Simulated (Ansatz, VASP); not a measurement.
# MgTl in VASP and in Ansatz

```
Mg Tl
1.0
     3.62800    0.00000    0.00000
     0.00000    3.62800    0.00000
     0.00000    0.00000    3.62800
Mg Tl
1 1
Direct
  0.00000 0.00000 0.00000
  0.50000 0.50000 0.50000
```

Alike in both runs: task single point; functional PBEsol; k mesh 10 × 10 × 10; occupations fermi-dirac, width 0.05 eV; no spin polarisation.

|  | VASP | Ansatz |
| --- | --- | --- |
| version | VASP 6.6.1 | Ansatz 0.2.0 |
| potentials or method | VASP PAW PBE potentials, release 64 (Mg, Tl_d), cutoff 520 eV | all-electron LAPW, scalar-relativistic |

Ansatz gave:

```
pressure (GPa) : -0.3
```

Q: What did VASP give for the same quantities?

A: Pressure (GPa): -0.4.

Ansatz ran all-electron here, so the differences hold the error of VASP's frozen core and of both bases.

Caveats: the PAW data sets were made with another functional, which shifts forces and pressure a little (VASP). The runs have no spin-orbit coupling, so splittings on Tl are missing.
